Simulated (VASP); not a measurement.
All values below come from PW91 GGA, VASP's PBE PAW potentials (set 64) (plane waves; VASP).

Input for VASP

### INCAR
```
! general
SYSTEM = C
PREC   = Accurate
ENCUT  = 520
LREAL  = .FALSE.
LASPH  = .TRUE.

! electronic loop
EDIFF  = 1E-7
NELM   = 100
ALGO   = Normal

! smearing
ISMEAR = 0
SIGMA  = 0.05

! functional
GGA    = 91

! ions
IBRION = 2
NSW    = 30
ISIF   = 4
EDIFFG = -0.01

! output
LWAVE  = .FALSE.
LCHARG = .FALSE.
```

POSCAR:
```
C
1
    1.2451169964    -2.1566053981     0.0000000000
    1.2451169964     2.1566053981     0.0000000000
    0.0000000000     0.0000000000     8.0236360474
C
4
Direct
  1.0000000000   1.0000000000   0.2500000000
  0.0000000000   1.0000000000   0.7500000000
  0.3333330000   0.6666670000   0.2500000000
  0.6666670000   0.3333330000   0.7500000000
```

File KPOINTS:
```
Automatic mesh
0
Gamma
10 10 3
0 0 0
```

POTCAR, in this order: C (PBE.64 set). Program: vasp_std.

What VASP printed:

### OUTCAR
```
 ion  position               nearest neighbor table
   1  0.000  0.000  0.250-   3 1.44   3 1.44   3 1.44
   2  0.000  0.000  0.750-   4 1.44   4 1.44   4 1.44
   3  0.333  0.667  0.250-   1 1.44   1 1.44   1 1.44
   4  0.667  0.333  0.750-   2 1.44   2 1.44   2 1.44
  LATTYP: Found a hexagonal cell.
 ALAT       =     2.4902335589
 C/A-ratio  =     3.2220415707
 Subroutine PRICEL returns:
 Original cell was already a primitive cell.
 Subroutine GETGRP returns: Found 24 space group operations
The static configuration has the point symmetry D_3d.
 The point group associated with its full space group is D_6h.
The dynamic configuration has the point symmetry D_3d.
 Subroutine INISYM returns: Found 24 space group operations
 Subroutine IBZKPT returns following result:
 Found     28 irreducible k-points:

 Following reciprocal coordinates:
            Coordinates               Weight
  0.000000  0.000000  0.000000      1.000000
  0.100000  0.000000  0.000000      6.000000
  0.200000  0.000000  0.000000      6.000000
  0.300000  0.000000  0.000000      6.000000
  0.400000  0.000000  0.000000      6.000000
  0.500000  0.000000  0.000000      3.000000
  0.100000  0.100000  0.000000      6.000000
  0.200000  0.100000  0.000000     12.000000
  0.300000  0.100000  0.000000     12.000000
  0.400000  0.100000  0.000000     12.000000
  0.200000  0.200000  0.000000      6.000000
  0.300000  0.200000  0.000000     12.000000
  0.400000  0.200000  0.000000      6.000000
  0.300000  0.300000  0.000000      6.000000
  0.000000  0.000000  0.333333      2.000000
  0.100000  0.000000  0.333333     12.000000
  0.200000  0.000000  0.333333     12.000000
  0.300000  0.000000  0.333333     12.000000
  0.400000  0.000000  0.333333     12.000000
  0.500000  0.000000  0.333333      6.000000
...
```

### OSZICAR
```
       N       E                     dE             d eps       ncg     rms          rms(c)
DAV:   1     0.601260442151E+02    0.60126E+02   -0.80325E+03   672   0.120E+03
DAV:   2    -0.343320280247E+02   -0.94458E+02   -0.84275E+02   952   0.233E+02
DAV:   3    -0.391391956203E+02   -0.48072E+01   -0.47571E+01   816   0.552E+01
DAV:   4    -0.392192661234E+02   -0.80071E-01   -0.79887E-01   888   0.808E+00
DAV:   5    -0.392213896784E+02   -0.21236E-02   -0.21229E-02   832   0.129E+00    0.858E+00
DAV:   6    -0.375033341866E+02    0.17181E+01   -0.16806E+00   780   0.886E+00    0.498E+00
DAV:   7    -0.369272375987E+02    0.57610E+00   -0.20438E+00   796   0.975E+00    0.132E+00
DAV:   8    -0.369395698341E+02   -0.12332E-01   -0.64290E-02   744   0.176E+00    0.146E-01
DAV:   9    -0.369393303848E+02    0.23945E-03   -0.14999E-03   856   0.312E-01    0.793E-02
DAV:  10    -0.369398345990E+02   -0.50421E-03   -0.75586E-04   788   0.206E-01    0.367E-02
DAV:  11    -0.369398378816E+02   -0.32827E-05   -0.89261E-06   904   0.252E-02    0.410E-03
DAV:  12    -0.369398406644E+02   -0.27827E-05   -0.27067E-06   804   0.141E-02    0.334E-03
DAV:  13    -0.369398405686E+02    0.95758E-07   -0.16680E-07   856   0.356E-03
   1 F= -.36939841E+02 E0= -.36939841E+02  d E =-.369398E+02
       N       E                     dE             d eps       ncg     rms          rms(c)
DAV:   1    -0.370569007984E+02   -0.11706E+00   -0.37435E+00   676   0.164E+01    0.114E+00
DAV:   2    -0.369965317874E+02    0.60369E-01   -0.78213E-02   744   0.219E+00    0.675E-01
DAV:   3    -0.369658570273E+02    0.30675E-01   -0.97017E-02   772   0.212E+00    0.203E-01
DAV:   4    -0.369657829522E+02    0.74075E-04   -0.27112E-03   760   0.398E-01    0.122E-01
DAV:   5    -0.369658964069E+02   -0.11345E-03   -0.51011E-04   724   0.216E-01    0.243E-02
DAV:   6    -0.369658935732E+02    0.28338E-05   -0.24440E-05   844   0.410E-02    0.121E-02
DAV:   7    -0.369659126146E+02   -0.19041E-04   -0.18676E-05   744   0.377E-02    0.543E-03
DAV:   8    -0.369659123726E+02    0.24201E-06   -0.35272E-06   840   0.138E-02    0.224E-03
DAV:   9    -0.369659122238E+02    0.14885E-06   -0.41390E-07   812   0.467E-03    0.204E-04
DAV:  10    -0.369659122119E+02    0.11837E-07   -0.84946E-09   588   0.817E-04
   2 F= -.36965912E+02 E0= -.36965912E+02  d E =-.260716E-01
       N       E                     dE             d eps       ncg     rms          rms(c)
DAV:   1    -0.369665164450E+02   -0.60422E-03   -0.18706E-02   672   0.117E+00    0.814E-02
DAV:   2    -0.369662138048E+02    0.30264E-03   -0.37685E-04   724   0.153E-01    0.478E-02
DAV:   3    -0.369660623430E+02    0.15146E-03   -0.45291E-04   776   0.146E-01    0.138E-02
DAV:   4    -0.369660632247E+02   -0.88168E-06   -0.17020E-05   756   0.319E-02    0.510E-03
DAV:   5    -0.369660625518E+02    0.67295E-06   -0.19523E-06   788   0.114E-02    0.114E-03
DAV:   6    -0.369660626202E+02   -0.68445E-07   -0.15485E-07   676   0.309E-03
   3 F= -.36966063E+02 E0= -.36966063E+02  d E =-.262221E-01
```

OUTCAR:
```
------------------------ aborting loop because EDIFF is reached ----------------------------------------
  FORCE on cell =-STRESS in cart. coord.  units (eV):
  Direction    XX          YY          ZZ          XY          YZ          ZX
  --------------------------------------------------------------------------------------
  Total        0.0516016      0.0516015      0.0552190     -0.0000000      0.0000000      0.0000000
  in kB        1.9186307      1.9186299      2.0531324     -0.0000000      0.0000000      0.0000000
  external PRESSURE =       1.9634643 kB  Pullay stress =       0.0000000 kB
  volume of cell :       43.09
      direct lattice vectors                 reciprocal lattice vectors
     1.232941380 -2.135516646  0.000000000     0.405534284 -0.234135379  0.000000000
     1.232941380  2.135516646  0.000000000     0.405534284  0.234135379 -0.000000000
     0.000000000  0.000000000  8.182889383     0.000000000  0.000000000  0.122206222
 POSITION                                       TOTAL-FORCE (eV/Angst)
 -----------------------------------------------------------------------------------
      0.00000      0.00000      2.04572        -0.000000     -0.000000      0.000000
      0.00000      0.00000      6.13717         0.000000     -0.000000      0.000000
      1.23294      0.71184      2.04572         0.000000      0.000000      0.000000
      1.23294     -0.71184      6.13717        -0.000000      0.000000     -0.000000
 -----------------------------------------------------------------------------------
    total drift:                                0.000000     -0.000000      0.000000
  FREE ENERGIE OF THE ION-ELECTRON SYSTEM (eV)
  ---------------------------------------------------
  free  energy   TOTEN  =       -36.9660626202 eV

  energy  without entropy=      -36.9660626202  energy(sigma->0) =      -36.96606262

 reached required accuracy - stopping structural energy minimisation
```
(Selected blocks of OUTCAR.)

CONTCAR:
```
C
   1.00000000000000
     1.2329413803994820   -2.1355166462489472    0.0000000000000000
     1.2329413803994820    2.1355166462489472    0.0000000000000000
     0.0000000000000000    0.0000000000000000    8.1828893833051364
  C
     4
Direct
     0.0000000000000000    0.0000000000000000    0.2500000000000000
     0.0000000000000000    0.0000000000000000    0.7500000000000000
     0.3333330000000032    0.6666669999999968    0.2500000000000000
     0.6666669999999968    0.3333330000000032    0.7500000000000000
```

Without a dispersion term in the relaxation, distances and binding between the weakly bound layers, chains or molecules are unreliable, and so is what depends on them.

The compound is C in the graphite structure. This cell is one point of a volume scan, at 1.03 of the reference volume. Symmetry was kept, so distortions that lower it aren't found.
